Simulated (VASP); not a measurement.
# Ca2CuS2O2 (P4/mmm) in VASP: reference runs

How does Ca2CuS2O2 come out in PBE? The cell is run as given and disturbed, then over a range of volumes.

Everything below comes from runs of VASP 6.6.1. Logs are shortened: lines on timing, memory, paths and dates and some standing lists are left out, and cuts for length are marked.

## Step 1: Starting point

It takes space group P4/mmm (No. 123, tetragonal). The conventional cell has a = 3.862 Å, b = 3.862 Å, c = 7.745 Å, α = 90.00°, β = 90.00°, γ = 90.00°. Cu (site symmetry 4/mmm) is surrounded by 4 O at 1.93 Å. Around Ca (site symmetry 4mm) lie 4 O at 2.52 Å. Around S (site symmetry 4mm) lie 1 S at 2.14 Å. O (site symmetry mmm) is surrounded by 2 Cu at 1.93 Å.

The cell comes from a database or a generator and needn't be the stable form of this composition.

## Step 2: Single point, PBE

The input, INCAR:

```
SYSTEM = Ca2CuS2O2
ALGO = Normal
EDIFF = 1E-7
ENCUT = 520
GGA = PE
ISIF = 2
ISMEAR = -1
LASPH = .True.
LCHARG = .True.
LELF = .True.
LREAL = .False.
LVHAR = .True.
LWAVE = .False.
NBANDS = 36
NELM = 80
PREC = Accurate
SIGMA = 0.05
```

The input, KPOINTS:

```
k-points
0
Gamma
  7 7 4
  0 0 0
```

The input, POSCAR:

```
Ca2CuS2O2
1.0
    3.8624990000      0.0000000000      0.0000000000
    0.0000000000      3.8624990000      0.0000000000
    0.0000000000      0.0000000000      7.7454740000
Cu Ca S O
1 2 2 2
Direct
    0.0000000000      0.0000000000      0.5000000000
    0.5000000000      0.5000000000      0.2918880000
    0.5000000000      0.5000000000      0.7081120000
    0.0000000000      0.0000000000      0.1383120000
    0.0000000000      0.0000000000      0.8616880000
    0.5000000000      0.0000000000      0.5000000000
    0.0000000000      0.5000000000      0.5000000000
```

Potentials or basis: VASP PAW PBE potentials, release 64 (Cu, Ca_sv, S, O).

Launch:

```
$ cat potpaw_PBE.64/Cu/POTCAR potpaw_PBE.64/Ca_sv/POTCAR potpaw_PBE.64/S/POTCAR potpaw_PBE.64/O/POTCAR > POTCAR
$ mpirun -np 1 vasp_std > vasp.out
```

OUTCAR:

```text
SYSTEM = Ca2CuS2O2
   EDIFF = 1E-7
   ENCUT = 520
   GGA = PE
   ISIF = 2
   ISMEAR = -1
   LASPH = .True.
   LREAL = .False.
   NELM = 80
   PREC = Accurate

 ion  position               nearest neighbor table
   1  0.000  0.000  0.500-   6 1.93   7 1.93   7 1.93   6 1.93
   2  0.500  0.500  0.292-   6 2.52   7 2.52   6 2.52   7 2.52   4 2.98   4 2.98   4 2.98   4 2.98

   3  0.500  0.500  0.708-   6 2.52   7 2.52   6 2.52   7 2.52   5 2.98   5 2.98   5 2.98   5 2.98

   4  0.000  0.000  0.138-   5 2.14   2 2.98   2 2.98   2 2.98   2 2.98
   5  0.000  0.000  0.862-   4 2.14   3 2.98   3 2.98   3 2.98   3 2.98
   6  0.500  0.000  0.500-   1 1.93   1 1.93   3 2.52   2 2.52   3 2.52   2 2.52
   7  0.000  0.500  0.500-   1 1.93   1 1.93   3 2.52   2 2.52   2 2.52   3 2.52

  LATTYP: Found a simple tetragonal cell.
 ALAT       =     3.8624990000
 C/A-ratio  =     2.0053012311

  Lattice vectors:

 A1 = (   3.8624990000,   0.0000000000,   0.0000000000)
 A2 = (   0.0000000000,   3.8624990000,   0.0000000000)
 A3 = (   0.0000000000,   0.0000000000,   7.7454740000)

Analysis of symmetry for initial positions (statically):
=====================================================================
 Subroutine PRICEL returns:
 Original cell was already a primitive cell.

 Routine SETGRP: Setting up the symmetry group for a
 simple tetragonal supercell.

 Subroutine GETGRP returns: Found 16 space group operations
 (whereof 16 operations were pure point group operations)
 out of a pool of 16 trial point group operations.

The static configuration has the point symmetry D_4h.

Analysis of symmetry for dynamics (positions and initial velocities):
=====================================================================
 Subroutine PRICEL returns:
 Original cell was already a primitive cell.

 Routine SETGRP: Setting up the symmetry group for a
 simple tetragonal supercell.

 Subroutine GETGRP returns: Found 16 space group operations
 (whereof 16 operations were pure point group operations)
 out of a pool of 16 trial point group operations.

The dynamic configuration has the point symmetry D_4h.

 Subroutine INISYM returns: Found 16 space group operations
 (whereof 16 operations are pure point group operations),
 and found     1 'primitive' translations

----------------------------------------------------------------------------------------

                                     Primitive cell

  volume of cell :     115.5539

  direct lattice vectors                    reciprocal lattice vectors
     3.862499000  0.000000000  0.000000000     0.258899743  0.000000000  0.000000000
     0.000000000  3.862499000  0.000000000     0.000000000  0.258899743  0.000000000
     0.000000000  0.000000000  7.745474000     0.000000000  0.000000000  0.129107657

  length of vectors
     3.862499000  3.862499000  7.745474000     0.258899743  0.258899743  0.129107657

  position of ions in fractional coordinates (direct lattice)
     0.000000000  0.000000000  0.500000000
     0.500000000  0.500000000  0.291888000
     0.500000000  0.500000000  0.708112000
     0.000000000  0.000000000  0.138312000
     0.000000000  0.000000000  0.861688000
     0.500000000  0.000000000  0.500000000
     0.000000000  0.500000000  0.500000000

  ion indices of the primitive-cell ions
   primitive index   ion index
                 1           1
                 2           2
                 3           3
                 4           4
                 5           5
                 6           6
                 7           7

----------------------------------------------------------------------------------------

 KPOINTS: k-points

Automatic generation of k-mesh.
 Grid dimensions read from file:
 generate k-points for:    7    7    4

 Generating k-lattice:

  Cartesian coordinates                     Fractional coordinates (reciprocal lattice)
     0.036985678  0.000000000  0.000000000     0.142857143  0.000000000  0.000000000
     0.000000000  0.036985678  0.000000000     0.000000000  0.142857143  0.000000000
     0.000000000  0.000000000  0.032276914     0.000000000  0.000000000  0.250000000

  Length of vectors
     0.036985678  0.036985678  0.032276914

  Shift w.r.t. Gamma in fractional coordinates (k-lattice)
     0.000000000  0.000000000  0.000000000

 Subroutine IBZKPT returns following result:
 ===========================================

 Found     30 irreducible k-points:

 Following reciprocal coordinates:
            Coordinates               Weight
  0.000000  0.000000  0.000000      1.000000
  0.142857  0.000000  0.000000      4.000000
  0.285714  0.000000  0.000000      4.000000
  0.428571  0.000000  0.000000      4.000000
  0.142857  0.142857  0.000000      4.000000
  0.285714  0.142857  0.000000      8.000000
[... 16 lines left out ...]
  0.285714  0.000000  0.500000      4.000000
  0.428571  0.000000  0.500000      4.000000
 [... further k-points ...]
   k-points           NKPTS =     30   k-points in BZ     NKDIM =     30   number of bands    NBANDS=     36
   number of dos      NEDOS =    301   number of ions     NIONS =      7
   total plane-waves  NPLWV =  54000
   dimension x,y,z NGX =    30 NGY =   30 NGZ =   60
   dimension x,y,z NGXF=    60 NGYF=   60 NGZF=  120
   ions per type =               1   2   2   2
   NGX,Y,Z   is equivalent  to a cutoff of  12.91, 12.91, 12.88 a.u.
   NGXF,Y,Z  is equivalent  to a cutoff of  25.82, 25.82, 25.76 a.u.
 SYSTEM =  Ca2CuS2O2
   PREC   = accura    normal or accurate (medium, high low for compatibility)
   ISTART =      0    job   : 0-new  1-cont  2-samecut
   ICHARG =      2    charge: 1-file 2-atom 10-const
   ISPIN  =      1    spin polarized calculation?
   LNONCOLLINEAR =      F non collinear calculations
   LSORBIT =      F    spin-orbit coupling
   LASPH  =      T    aspherical Exc in radial PAW
   ENCUT  =  520.0 eV  38.22 Ry    6.18 a.u.   7.18  7.18 14.40*2*pi/ulx,y,z
   NELM   =     80;   NELMIN=  2; NELMDL= -5     # of ELM steps
   EDIFF  = 0.1E-06   stopping-criterion for ELM
   LREAL  =      F    real-space projection
   EDIFFG = 0.1E-05   stopping-criterion for IOM
   NSW    =      0    number of steps for IOM
   IBRION =     -1    ionic relax: 0-MD 1-quasi-New 2-CG
   NFREE  =      0    steps in history (QN), initial steepest desc. (CG)
   ISIF   =      2    stress and relaxation
   ISYM   =      2    0-nonsym 1-usesym 2-fastsym
   POTIM  = 0.5000    time-step for ionic-motion
   TEBEG  =    0.0;   TEEND  =   0.0 temperature during run
   PSTRESS=    0.0 pullay stress
   NELECT =      55.0000    total number of electrons
   NUPDOWN=      -1.0000    fix difference up-down
   EMIN   =  10.00;   EMAX   =-10.00  energy-range for DOS
   EFERMI =   0.00;   METHOD = LEGACY
   ISMEAR =    -1;   SIGMA  =   0.05  broadening in eV -4-tet -1-fermi 0-gaus
   EFERMI_NEDOS =   21; number of points for ismear=-14 and -15
   IALGO  =     38    algorithm
   IMIX   =      4    mixing-type and parameters
     AMIX     =   0.40;   BMIX     =  1.00
     AMIX_MAG =   1.60;   BMIX_MAG =  1.00
  volume/ion in A,a.u.               =      16.51       111.40
  Fermi-wavevector in a.u.,A,eV,Ry     =   1.278206  2.415459 22.229338  1.633810
  Thomas-Fermi vector in A             =   2.410762
   LORBIT       =      0    0 simple, 1 ext, 2 COOP (PROOUT), +10 PAW based schemes
   GGA     = PE    functional components
   LHFCALC =     F    Hartree Fock is set to
   AEXX    =    0.0000 exact exchange contribution
   IVDW    =     0    specifies the selected vdW correction
   LEPSILON=     F    determine dielectric tensor
   LRPA    =     F    only Hartree local field effects (RPA)
 non-spin polarized calculation
  energy-cutoff  :      520.00
  volume of cell :      115.55
 maximum number of plane-waves:      3136
 NGX is ok and might be reduce to    30
   NGX = 15   NGY = 15   NGZ = 29

 number of electron      54.9999996 magnetization

 Free energy of the ion-electron system (eV)
  ---------------------------------------------------
  ext. energy  EPLUGINS =         0.00000000
  ---------------------------------------------------
  free energy    TOTEN  =       -36.91585916 eV

  energy without entropy =      -36.89531437  energy(sigma->0) =      -36.90558676

 E-fermi :   3.9944     XC(G=0):  -9.9953

 val. band max:        3.9196805452   @ k =   0.2857   0.1429   0.0000
 cond. band min:       4.0241321200   @ k =   0.4286   0.1429   0.5000
 fundamental gap:      0.1044515748
 Fermi energy:         3.9944095686

 k-point     1 :       0.0000    0.0000    0.0000
  band No.  band energies     occupation
      1     -35.6875      2.00000
      2     -35.6593      2.00000
      3     -17.1219      2.00000
      4     -16.6740      2.00000
      5     -16.6740      2.00000
      6     -16.6406      2.00000
[... 28 lines left out ...]
     35       9.3264      0.00000
     36       9.5235      0.00000

 k-point     2 :       0.1429    0.0000    0.0000
  band No.  band energies     occupation
      1     -35.6861      2.00000
      2     -35.6581      2.00000
      3     -17.1028      2.00000
      4     -16.7213      2.00000
      5     -16.6716      2.00000
      6     -16.6562      2.00000
[... 28 lines left out ...]
     35       9.2621      0.00000
     36       9.4728      0.00000

 k-point     3 :       0.2857    0.0000    0.0000
  band No.  band energies     occupation
      1     -35.6829      2.00000
      2     -35.6554      2.00000
      3     -17.0556      2.00000
      4     -16.8270      2.00000
      5     -16.7088      2.00000
      6     -16.6662      2.00000
[... 28 lines left out ...]
     35       9.4980      0.00000
     36       9.7513      0.00000
[... 742 lines left out ...]
 k-point    23 :       0.2857    0.0000    0.5000
  band No.  band energies     occupation
      1     -35.6826      2.00000
      2     -35.6557      2.00000
      3     -17.0493      2.00000
      4     -16.8222      2.00000
      5     -16.7122      2.00000
      6     -16.6655      2.00000
[... 28 lines left out ...]
     35       9.6315      0.00000
     36       9.7504      0.00000

 k-point    24 :       0.4286    0.0000    0.5000
  band No.  band energies     occupation
      1     -35.6800      2.00000
      2     -35.6534      2.00000
      3     -16.9939      2.00000
      4     -16.9199      2.00000
      5     -16.7551      2.00000
      6     -16.6612      2.00000
[... 28 lines left out ...]
     35       9.5063      0.00000
     36       9.8471      0.00000

 [... further k-points ...]
[... 5 lines left out ...]
  --------------------------------------------------------------------------------------
  -------------------------------------------------------------------------------------
  Total        0.3531350      0.3531350     -0.0992248      0.0000000      0.0000000     -0.0000000
  in kB        4.8962835      4.8962835     -1.3757703      0.0000000      0.0000000     -0.0000000
  external PRESSURE =       2.8055989 kB  Pullay stress =       0.0000000 kB

 VOLUME and BASIS-vectors are now :
 -----------------------------------------------------------------------------
  energy-cutoff  :      520.00
  volume of cell :      115.55
      direct lattice vectors                 reciprocal lattice vectors
     3.862499000  0.000000000  0.000000000     0.258899743  0.000000000  0.000000000
     0.000000000  3.862499000  0.000000000     0.000000000  0.258899743  0.000000000
     0.000000000  0.000000000  7.745474000     0.000000000  0.000000000  0.129107657

 POSITION                                       TOTAL-FORCE (eV/Angst)
 -----------------------------------------------------------------------------------
      0.00000      0.00000      3.87274         0.000000      0.000000     -0.000000
      1.93125      1.93125      2.26081         0.000000      0.000000      0.154054
      1.93125      1.93125      5.48466        -0.000000     -0.000000     -0.154054
      0.00000      0.00000      1.07129        -0.000000     -0.000000     -0.039010
      0.00000      0.00000      6.67418         0.000000      0.000000      0.039010
      1.93125      0.00000      3.87274         0.000000      0.000000     -0.000000
      0.00000      1.93125      3.87274         0.000000      0.000000     -0.000000
 -----------------------------------------------------------------------------------
    total drift:                                0.000000      0.000000      0.000000

  FREE ENERGIE OF THE ION-ELECTRON SYSTEM (eV)
  ---------------------------------------------------
  free  energy   TOTEN  =       -36.9158591551 eV

  energy  without entropy=      -36.8953143665  energy(sigma->0) =      -36.90558676
```

It took 3.5 min on 1 thread of Intel Xeon Platinum 8259CL at 2.50GHz (Skylake/Cascade Lake), shared host; peak memory 0.3 GiB.

Results:

| Item | Value |
| --- | --- |
| Free energy | -36.9159 eV |
| Pressure | 0.3 GPa |
| Largest force | 0.154 eV/Å |
| Band gap on the k mesh | none (metal or under the smearing width) |

Forces in eV/Å, atoms in the order of the input:
```
Cu   0.000  0.000  0.000
Ca   0.000  0.000  0.154
Ca   0.000  0.000 -0.154
S    0.000  0.000 -0.039
S    0.000  0.000  0.039
O    0.000  0.000  0.000
O    0.000  0.000  0.000
```

Levels at points of the mesh, in eV from the Fermi level:
```csv
k point,band 24,band 25,band 26,band 27,band 28,band 29,band 30,band 31,band 32,band 33
"(0.00, 0.00, 0.00)",-1.94,-1.66,-1.66,-0.09,-0.09,2.17,2.63,3.34,4.48,4.83
"(0.00, 0.00, 0.50)",-1.95,-1.79,-1.79,-0.08,-0.08,1.24,2.94,3.75,4.24,4.73
```

Caveat: an odd number of electrons without spin polarisation forces a metal; a magnetic or distorted state may lie lower; the run has no spin polarisation, though such a crystal can be magnetic; semilocal functionals often make such compounds metallic where correlation or magnetic order opens a gap, which also shifts bond lengths. With open d or f shells a metallic result of PBE can be an artefact of self-interaction; +U or a hybrid may open a gap.

## Step 3: Single point, PBE (atoms moved at random, drawn with an rms of 0.05 Å)

The input, INCAR:

```
PREC = Accurate
ENCUT = 520
EDIFF = 1E-7
ISMEAR = -1
SIGMA = 0.05
LREAL = False
LASPH = True
NELM = 100
ALGO = Normal
ISIF = 2
LWAVE = False
LCHARG = False
GGA = PE
NBANDS = 36
```

The input, KPOINTS:

```
Automatic mesh
0
Gamma
  7 7 4
```

The input, POSCAR:

```
Ca2CuS2O2
1.0
    3.8624990000      0.0000000000      0.0000000000
    0.0000000000      3.8624990000      0.0000000000
    0.0000000000      0.0000000000      7.7454740000
Cu Ca S O
1 2 2 2
Direct
   -0.0080150000     -0.0108010000      0.5055410000
    0.4992990000      0.4983390000      0.2845860000
    0.4962160000      0.5038300000      0.7104220000
   -0.0093550000      0.0163560000      0.1387130000
   -0.0071370000     -0.0128320000      0.8633500000
    0.4969290000     -0.0110930000      0.5009070000
    0.0023260000      0.4927050000      0.4956780000
```

Potentials or basis: VASP PAW PBE potentials, release 64 (Cu, Ca_sv, S, O).

Launch:

```
$ cat potpaw_PBE.64/Cu/POTCAR potpaw_PBE.64/Ca_sv/POTCAR potpaw_PBE.64/S/POTCAR potpaw_PBE.64/O/POTCAR > POTCAR
$ mpirun -np 1 vasp_std > vasp.out
```

OUTCAR:

```text
PREC = Accurate
   ENCUT = 520
   EDIFF = 1E-7
   ISMEAR = -1
   LREAL = False
   LASPH = True
   NELM = 100
   ISIF = 2
   GGA = PE

 ion  position               nearest neighbor table
   1  0.992  0.989  0.506-   6 1.91   7 1.92   7 1.95   6 1.95   5 2.77
   2  0.499  0.498  0.285-   7 2.52   6 2.53   7 2.54   4 2.89   4 2.93   4 2.98
   3  0.496  0.504  0.710-   6 2.48   7 2.53   6 2.57   7 2.57   5 2.93   5 2.94
   4  0.991  0.016  0.139-   5 2.14   2 2.89   2 2.93   2 2.98
   5  0.993  0.987  0.863-   4 2.14   1 2.77   3 2.93   3 2.94
   6  0.497  0.989  0.501-   1 1.91   1 1.95   3 2.48   2 2.53   3 2.57
   7  0.002  0.493  0.496-   1 1.92   1 1.95   2 2.52   3 2.53   2 2.54   3 2.57

  LATTYP: Found a simple tetragonal cell.
 ALAT       =     3.8624990000
 C/A-ratio  =     2.0053012311

  Lattice vectors:

 A1 = (   3.8624990000,   0.0000000000,   0.0000000000)
 A2 = (   0.0000000000,   3.8624990000,   0.0000000000)
 A3 = (   0.0000000000,   0.0000000000,   7.7454740000)

Analysis of symmetry for initial positions (statically):
=====================================================================
 Subroutine PRICEL returns:
 Original cell was already a primitive cell.
[... 180 lines left out ...]

 E-fermi :   4.0399     XC(G=0): -10.0033

 val. band max:        3.9948333557   @ k =  -0.2857   0.1429   0.0000
 cond. band min:       4.0661880243   @ k =   0.1429   0.4286   0.5000
 fundamental gap:      0.0713546686
 Fermi energy:         4.0398779527

 k-point     1 :       0.0000    0.0000    0.0000
  band No.  band energies     occupation
      1     -35.6961      2.00000
      2     -35.6649      2.00000
      3     -17.0716      2.00000
      4     -16.6852      2.00000
      5     -16.6811      2.00000
      6     -16.6585      2.00000
[... 925 lines left out ...]
     35      10.2771      0.00000
     36      10.5054      0.00000

 [... further k-points ...]
[... 5 lines left out ...]
  --------------------------------------------------------------------------------------
  -------------------------------------------------------------------------------------
  Total        0.3057968      0.1785470     -0.3295943     -0.0171114      0.1489942     -0.0020030
  in kB        4.2399312      2.4755880     -4.5698878     -0.2372528      2.0658323     -0.0277716
  external PRESSURE =       0.7152105 kB  Pullay stress =       0.0000000 kB

 VOLUME and BASIS-vectors are now :
 -----------------------------------------------------------------------------
  energy-cutoff  :      520.00
  volume of cell :      115.55
      direct lattice vectors                 reciprocal lattice vectors
     3.862499000  0.000000000  0.000000000     0.258899743  0.000000000  0.000000000
     0.000000000  3.862499000  0.000000000     0.000000000  0.258899743  0.000000000
     0.000000000  0.000000000  7.745474000     0.000000000  0.000000000  0.129107657

 POSITION                                       TOTAL-FORCE (eV/Angst)
 -----------------------------------------------------------------------------------
      3.83154      3.82078      3.91565         0.359755      0.283137     -0.174567
      1.92854      1.92483      2.20425        -0.098353      0.114959      0.536765
      1.91663      1.94604      5.50256        -0.040736     -0.241761     -0.403686
      3.82637      0.06318      1.07440         0.076638     -0.177506      0.000037
      3.83493      3.81294      6.68705         0.019822      0.142537     -0.106953
      1.91939      3.81965      3.87976        -0.202927      0.056880      0.044555
      0.00898      1.90307      3.83926        -0.114199     -0.178246      0.103850
 -----------------------------------------------------------------------------------
    total drift:                               -0.000136      0.000215     -0.000458

  FREE ENERGIE OF THE ION-ELECTRON SYSTEM (eV)
  ---------------------------------------------------
  free  energy   TOTEN  =       -36.8633269309 eV

  energy  without entropy=      -36.8456845128  energy(sigma->0) =      -36.85450572
```

Run time: 12 min. Hardware: 1 thread of Intel Xeon Platinum 8259CL at 2.50GHz (Skylake/Cascade Lake), shared host; peak memory 0.51 GiB.

What came out:

| Quantity | Value |
| --- | --- |
| Free energy | -36.8633 eV |
| Pressure | 0.1 GPa |
| Largest force | 0.558 eV/Å |
| Band gap on the k mesh | none (metal or under the smearing width) |

Forces on the atoms (eV/Å):
```
Cu   0.360  0.283 -0.175
Ca  -0.098  0.115  0.537
Ca  -0.041 -0.242 -0.404
S    0.077 -0.178  0.000
S    0.020  0.143 -0.107
O   -0.203  0.057  0.045
O   -0.114 -0.178  0.104
```

Caveat: an odd number of electrons without spin polarisation forces a metal; a magnetic or distorted state may lie lower; the run has no spin polarisation, though such a crystal can be magnetic; semilocal functionals often make such compounds metallic where correlation or magnetic order opens a gap, which also shifts bond lengths.

[end of part 1 of 2]
